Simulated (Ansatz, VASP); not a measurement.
**CoSi2 (CoSi2 strained to the junction's net): VASP beside Ansatz**

One calculation is typed for both programs; each brings its own data sets. How far apart do they land? The cell is generated by rule, not measured, and may not be a known phase. The structure shown is the start of the Ansatz relaxation below; VASP solves that cell, so the two are compared at the walk's first step.

Calculated with Ansatz 0.2.0; plane waves, with VASP 6.6.1 beside it; single point at PBE.

### 1. The structure

The structure is trigonal, space group R-3m (No. 166). Conventional cell: a = 3.829 Å, b = 3.829 Å, c = 9.217 Å, α = 90.00°, β = 90.00°, γ = 120.00°. Nearest to Si lie 4 Co at 2.30 to 2.34 Å. Co has 8 Si at 2.30 to 2.34 Å nearest. Farther neighbours are not listed.

As a file:

```cif
data_structure
_symmetry_space_group_name_H-M 'P 1'
_symmetry_Int_Tables_number 1
_cell_length_a 3.8290
_cell_length_b 3.8290
_cell_length_c 9.2171
_cell_angle_alpha 90.000
_cell_angle_beta 90.000
_cell_angle_gamma 120.000
_cell_volume 117.03
loop_
_atom_site_label
_atom_site_type_symbol
_atom_site_fract_x
_atom_site_fract_y
_atom_site_fract_z
_atom_site_occupancy
Si1 Si 0.00000 0.00000 0.00000 1
Si2 Si 0.66667 0.33333 0.16667 1
Si3 Si 0.33333 0.66667 0.33333 1
Si4 Si 0.00000 0.00000 0.50000 1
Si5 Si 0.66667 0.33333 0.66667 1
Si6 Si 0.33333 0.66667 0.83333 1
Co7 Co 0.33333 0.66667 0.08333 1
Co8 Co 0.66667 0.33333 0.41667 1
Co9 Co 0.00000 0.00000 0.75000 1
```

### 2. Ansatz: relaxation, PBE

Ansatz runs on its default PAW (the set named soft_2) files.

The two programs are compared at the cell with which this relaxation starts, whose forces are those of its first step.

The input, input.yaml:

```yaml
crystal:
  lattice:
    - [3.829, 0.0, 0.0]
    - [-1.9145, 3.3160112711, 0.0]
    - [0.0, 0.0, 9.217079601]
  atoms:
    - { symbol: Si, position: [0.0, 0.0, 0.0] }
    - { symbol: Co, position: [0.3333333333, 0.6666666667, 0.0833333333] }
    - { symbol: Si, position: [0.6666666667, 0.3333333333, 0.1666666667] }
    - { symbol: Si, position: [0.3333333333, 0.6666666667, 0.3333333333] }
    - { symbol: Co, position: [0.6666666667, 0.3333333333, 0.4166666667] }
    - { symbol: Si, position: [0.0, 0.0, 0.5] }
    - { symbol: Si, position: [0.6666666667, 0.3333333333, 0.6666666667] }
    - { symbol: Co, position: [0.0, 0.0, 0.75] }
    - { symbol: Si, position: [0.3333333333, 0.6666666667, 0.8333333333] }
kpoints:
  mp_grid: { grid: [12, 12, 3] }
scf:
  occupations: { method: fermi_dirac, width: 0.1 }
  max_iter: 150
hamiltonian:
  xc: pbe
relax:
  f_tol: 0.01
  max_steps: 40
  cell: { fix: [a, b, angles] }
```

Launch:

```
ansatz run input.yaml --threads 8 --pin off --max-ram 24576MiB --backend cpu --events-out ev --progress --plain --runs-dir out
```

Numbers of over 12 decimals in the logs are rounded to 6 here.

The program printed:

```text
Engine: ansatz 0.2.0, aarch64-unknown-linux-gnu
Pseudopotentials: kind: paw
Pseudopotential: Si, paw, valence charge 4, recommended cutoff 420 eV (normal), Si.paw.azcp
Pseudopotential: Co, paw, valence charge 17, recommended cutoff 420 eV (normal), Co.paw.azcp
Functional definition: PBE
  parameter kappa = 0.804
  parameter beta = 0.066725
  exchange = pbe_x(kappa = kappa, mu = beta*pi^2/3)
  correlation = pbe_c(beta = beta)
Crystal: 9 atoms, lattice volume = 117.029 Å³
Basis set: ecut = 420 eV, 2275 PW (Γ), exchange–correlation on 54×54×128 points (8 copies of the dense FFT grid, shifted against one another)
Bands: 47, of which v1, the nominal top of the filled ones, is band 38 counted from 1 (37 counted from 0)
Symmetry: 36 space group operations
Space group: R-3m (ITA 166), of the structure as read, at distance tolerance 4.9e-5 Å
k-points: 50 of 432
Non-local potential: Si, projectors of the file, l = 0: 2, l = 1: 2, l = 2: 2
Non-local potential: Co, projectors of the file, l = 0: 3, l = 1: 2, l = 2: 3, l = 3: 1
PAW form: soft (Blöchl's): semilocal exchange-correlation on the pseudo side does not see the compensation charge
PAW one-centre angular grid: Si, 110 points (default); XC on 64 Gauss nodes
PAW one-centre angular grid: Co, 590 points (default); XC on 64 Gauss nodes
Initial density: superposition of atomic densities (neutral atoms: chi_scale 0, normalization atom), corrected by the library's trained network
Initial wavefunctions: pseudopotential atomic-orbital guess
Functional: x = pbe(κ = 0.804, μ = 0.219515), c = pbe(β = 0.066725)
SCF iter   1: F=—  HF=-19197.567859 eV  |F-HF|=—  |Δ(HF+E_count)|=         —  Δρ=4.55e-3  dr2=2.58e-2  ethr=1.77e-3  ⟨swp⟩=7.5  Hψ=9957  notcnv=0  defer=10
preconditioner: auto → Kerker (q_TF=auto, 2.533 Å⁻¹)  [metal: Δε(μ)=0.012 eV  Ē_g=7.078 eV  σ=0.100 eV  W_gap=0.03  n_scr=36 (ndim 8)  ℏωp=24.5 eV  f_vac=0.003  D(μ)=2.92/eV (n_scr^D=24)]
SCF iter   2: F=—  HF=-19197.567787 eV  |F-HF|=—  |Δ(HF+E_count)|=   7.20e-5  Δρ=3.50e-3  dr2=1.65e-2  ethr=3.44e-5  ⟨swp⟩=2.0  Hψ=3461  notcnv=0  defer=12
SCF iter   3: F=—  HF=-19197.569404 eV  |F-HF|=—  |Δ(HF+E_count)|=   1.62e-3  Δρ=5.38e-3  dr2=2.22e-2  ethr=2.20e-5  ⟨swp⟩=2.0  Hψ=3293  notcnv=0  defer=15
SCF iter   4: F=—  HF=-19197.567882 eV  |F-HF|=—  |Δ(HF+E_count)|=   1.52e-3  Δρ=2.77e-3  dr2=6.08e-3  ethr=2.20e-5  ⟨swp⟩=1.0  Hψ=2299  notcnv=0  defer=15
SCF iter   5: F=—  HF=-19197.567486 eV  |F-HF|=—  |Δ(HF+E_count)|=   3.96e-4  Δρ=1.06e-3  dr2=9.27e-4  ethr=8.10e-6  ⟨swp⟩=1.0  Hψ=2299  notcnv=0  defer=14
SCF iter   6: F=—  HF=-19197.567429 eV  |F-HF|=—  |Δ(HF+E_count)|=   5.69e-5  Δρ=1.54e-4  dr2=2.16e-5  ethr=1.24e-6  ⟨swp⟩=2.0  Hψ=2734  notcnv=0  defer=13
SCF iter   7: F=—  HF=-19197.567380 eV  |F-HF|=—  |Δ(HF+E_count)|=   4.94e-5  Δρ=4.54e-5  dr2=1.90e-6  ethr=2.87e-8  ⟨swp⟩=2.2  Hψ=3476  notcnv=0  defer=13
SCF iter   8: F=—  HF=-19197.567380 eV  |F-HF|=—  |Δ(HF+E_count)|=   7.57e-9  Δρ=1.17e-5  dr2=1.12e-7  ethr=2.53e-9  ⟨swp⟩=2.2  Hψ=3313  notcnv=0  defer=13
SCF iter   9: F=-19197.567380 eV  HF=-19197.567380 eV  |F-HF|=2.53e-8  |Δ(HF+E_count)|=   7.76e-9  Δρ=6.05e-6  dr2=2.93e-8  ethr=1.33e-10  ⟨swp⟩=3.9  Hψ=6866  notcnv=0
SCF 1 converged in 9 iterations: F = -19197.567380 eV  dr2 = 2.93e-8
  greatest PAW one-centre occupation: 1.000 electrons in one spin orbital (limit 2), on the Co atom at site 7 (counted from 0), in its partial waves of l = 0
relax step   1: F+E_penalty+E_count = -19197.56737966 eV  Δ(F+E_penalty+E_count) = +0.000e0 eV  max|allowed force component| = 1.814e-1 eV/Å  Δτ_max = 0.0000 Å  P = -2.202 GPa  Ω = 117.029 Å³  fix = [a, b, alpha, beta, gamma]  reactions: a -3.888, b -3.888 GPa  (9 SCF iters, dr2 threshold 1.00e-7 eV, accepted)
[...]
relax step   3: F+E_penalty+E_count = -19197.57604108 eV  Δ(F+E_penalty+E_count) = -3.400e-3 eV  max|allowed force component| = 8.664e-4 eV/Å  Δτ_max = 0.0104 Å  P = -2.134 GPa  Ω = 116.949 Å³  energy of the carried Pulay correction = +3.433e-5 eV  fix = [a, b, alpha, beta, gamma]  reactions: a -3.243, b -3.243 GPa  (6 SCF iters, dr2 threshold 9.00e-7 eV, accepted)
[...]
relax step   4: F+E_penalty+E_count = -19197.57604065 eV  Δ(F+E_penalty+E_count) = +4.300e-7 eV  max|allowed force component| = 5.213e-4 eV/Å  Δτ_max = 0.0001 Å  P = -2.151 GPa  Ω = 116.961 Å³  energy of the carried Pulay correction = +2.916e-5 eV  fix = [a, b, alpha, beta, gamma]  reactions: a -3.251, b -3.251 GPa  (6 SCF iters, dr2 threshold 1.76e-8 eV, accepted)
[...]
relax step   5: F+E_penalty+E_count = -19197.57600732 eV  Δ(F+E_penalty+E_count) = +3.334e-5 eV  max|allowed force component| = 5.263e-4 eV/Å  Δτ_max = 0.0000 Å  P = -2.152 GPa  Ω = 116.961 Å³  fix = [a, b, alpha, beta, gamma]  reactions: a -3.252, b -3.252 GPa  stress off target by 4.80e-2 GPa on what of the cell is left free  SCF on the basis re-selected at this cell (its energy is not comparable with the rows above)  (8 SCF iters)
basis re-selected at this cell: Δ(F+E_penalty+E_count) = +3.334e-5 eV, ΔP = -0.000 GPa vs the last step (what re-selecting the basis moved, of the pressure what is left beyond the Pulay correction that the steps carried, after the strain that the cell walked since its last selection, with what the two solves' SCF thresholds leave and, on support functions, any second-order correction that the steps lacked; it is no m [...]
SCF converged after 8 iterations
Free energy (F): -19197.576007 eV
Harris-Foulkes:  -19197.576007 eV  (|F-HF|=1.46e-11)
Internal energy: -19197.477100 eV  (E = F + TS)
E sigma→0 (E₀):  -19197.526554 eV
Entropy (-TS):   -0.098907 eV (-10.990 meV/atom)
Fermi energy:    12.636328 eV
--- Per-component energies (eV) ---
  E_band       = -867.312385
  E_kinetic    = 1638.875500
  E_local      = -12339.031305  (includes V_loc(G=0)·N_el)
  E_nonlocal   = 1503.289307
  E_hartree    = 5365.270776
  E_xc         = -820.917101
  E_vxc        = -913.920572  (∫ρ·V_xc dr)
  E_paw        = -7623.808044  (= ΣΔE_a)
  E_vpaw       = -1487.067190  (= ΣTr[D̂ρ^β])
  E_aug_tail   = 0.000325  (compensation charges beyond the density's cutoff)
  E_ewald      = -6921.156558
  E_smearing   = -0.098907  (= −TS)
  E_closure    = -0.000000  (closes the sum)
  Σ components = -19197.576007   (vs F -19197.576007, Δ=0.00e0)
--- Forces (eV/Å), atoms counted from 1 ---
  atom   1  Si     0.00000000    -0.00000000     0.00052629
  atom   2  Co     0.00000000     0.00000000     0.00000000
  atom   3  Si    -0.00000000     0.00000000    -0.00052629
  atom   4  Si     0.00000000    -0.00000000     0.00052629
  atom   5  Co     0.00000000     0.00000000     0.00000000
  atom   6  Si     0.00000000     0.00000000    -0.00052629
  atom   7  Si    -0.00000000    -0.00000000     0.00052629
  atom   8  Co    -0.00000000    -0.00000000     0.00000000
  atom   9  Si     0.00000000     0.00000000    -0.00052629
  max |Σ_I F_I| component: 8.02e-17 eV/Å
--- Stress (GPa, compression-positive) ---
       -3.251668      -0.000000      -0.000000
       -0.000000      -3.251668      -0.000000
        0.000000      -0.000000       0.047990
  P = ⅓ Tr σ = -2.1518 GPa (-21.518 kbar)
--- Relaxed structure (4 steps of the walk, 4 accepted, 1 SCFs on fresh bases) ---
  F+E_penalty+E_count = -19197.57600732 eV   max|allowed force component| = 5.263e-4 eV/Å   (the final SCF, on the basis selected at the relaxed cell)
  cell:  # Å, volume = 116.9615 Å³
    - [3.829000, 0, 0]
    - [-1.914500, 3.316011, 0]
    - [0, 0, 9.211735]
  atoms:
    - { symbol: Si, position: [0, 0, 0.0017712] }
    - { symbol: Co, position: [0.333333, 0.666667, 0.083333] }
    - { symbol: Si, position: [0.666667, 0.333333, 0.164895] }
    - { symbol: Si, position: [0.333333, 0.666667, 0.335105] }
    - { symbol: Co, position: [0.666667, 0.333333, 0.416667] }
    - { symbol: Si, position: [0, 0, 0.498229] }
    - { symbol: Si, position: [0.666667, 0.333333, 0.668438] }
    - { symbol: Co, position: [0, 0, 0.750000] }
    - { symbol: Si, position: [0.333333, 0.666667, 0.831562] }
```

### 3. VASP: single point, PBE, start cell

The same cell, functional, mesh and smearing now go to VASP, with its own data sets.

Lines of VASP's logs that name or quote its potential files are left out, and so is its time.

The input, INCAR:

```
SYSTEM = CoSi2
PREC = Accurate
ENCUT = 520
EDIFF = 1E-06
NELM = 120
ISMEAR = -1
SIGMA = 0.1
LREAL = .FALSE.
ALGO = Normal
GGA = PE
NBANDS = 34
LASPH = .TRUE.
LORBIT = 11
LWAVE = .FALSE.
LCHARG = .FALSE.
ISIF = 2
GGA_COMPAT = .FALSE.
KPAR = 2
```

The input, POSCAR:

```
CoSi2
1.0
    3.8290000000      0.0000000000      0.0000000000
   -1.9145000000      3.3160110000      0.0000000000
    0.0000000000      0.0000000000      9.2170800000
Si Co
6 3
Direct
    0.0000000000      0.0000000000      0.0000000000
    0.6666666667      0.3333333333      0.1666666667
    0.3333333333      0.6666666667      0.3333333333
    0.0000000000      0.0000000000      0.5000000000
    0.6666666667      0.3333333333      0.6666666667
    0.3333333333      0.6666666667      0.8333333333
    0.3333333333      0.6666666667      0.0833333333
    0.6666666667      0.3333333333      0.4166666667
    0.0000000000      0.0000000000      0.7500000000
```

The input, KPOINTS:

```
Automatic mesh
0
Gamma
12 12 3
0 0 0
```

Potentials, in the order of the species: Si and Co (PBE family, release 64).

Launch:

```
mpirun -np 2 vasp_std
```

The program printed:

```text
[banner, memory and clock lines left out]
running    2 mpi-ranks, on    1 nodes
 distrk:  each k-point on    1 cores,    2 groups
 distr:  one band on    1 cores,    1 groups

 POSCAR found type information on POSCAR SiCo
 POSCAR found :  2 types and       9 ions
 LDA part: xc-table for (Slater+PW92), standard interpolation
 POSCAR, INCAR and KPOINTS ok, starting setup
 FFT: planning ... GRIDC
 FFT: planning ... GRID_SOFT
 FFT: planning ... GRID
 WAVECAR not read
 entering main loop
       N       E                     dE             d eps       ncg     rms          rms(c)
DAV:   1     0.324402124406E+03    0.32440E+03   -0.20965E+04  3400   0.151E+03
DAV:   2    -0.334305376911E+02   -0.35783E+03   -0.34281E+03  3400   0.343E+02
DAV:   3    -0.610265978150E+02   -0.27596E+02   -0.26357E+02  4118   0.108E+02
DAV:   4    -0.621480250647E+02   -0.11214E+01   -0.11107E+01  4238   0.209E+01
DAV:   5    -0.621934580754E+02   -0.45433E-01   -0.45375E-01  4606   0.402E+00    0.246E+01
DAV:   6    -0.735481443949E+02   -0.11355E+02   -0.12948E+02  4794   0.147E+02    0.319E+01
DAV:   7    -0.576611620726E+02    0.15887E+02   -0.60164E+01  4470   0.122E+02    0.752E+00
DAV:   8    -0.582415084007E+02   -0.58035E+00   -0.73362E+00  4026   0.137E+01    0.543E+00
DAV:   9    -0.579274191191E+02    0.31409E+00   -0.94972E-01  4834   0.128E+01    0.153E+00
DAV:  10    -0.579282911678E+02   -0.87205E-03   -0.53733E-02  3776   0.136E+00    0.868E-01
DAV:  11    -0.579248965015E+02    0.33947E-02   -0.20695E-02  4678   0.173E+00    0.414E-01
DAV:  12    -0.579243571403E+02    0.53936E-03   -0.12619E-03  5170   0.442E-01    0.185E-01
DAV:  13    -0.579244265700E+02   -0.69430E-04   -0.14204E-03  5224   0.378E-01    0.135E-01
DAV:  14    -0.579243066595E+02    0.11991E-03   -0.41229E-04  5266   0.261E-01    0.251E-02
DAV:  15    -0.579243094495E+02   -0.27901E-05   -0.26284E-05  3852   0.249E-02    0.917E-03
DAV:  16    -0.579243100866E+02   -0.63707E-06   -0.56999E-07  2222   0.706E-03
   1 F= -.57924310E+02 E0= -.57874704E+02  d E =-.992125E-01
```

(Continued in part 2 of 2.)

[Lines on the potential files, build, host, timing and source positions are cut from VASP's logs without a mark.]

[Logs are printed without paths, hosts, clocks, repeated set-up lines and the standing remarks that a program may print on its own settings, such as how far it seeks lower states.]

[Hosts, paths, dates, database ids (printed as entryN), source tags and the programs' standing remarks are cut or masked in the printed files.]
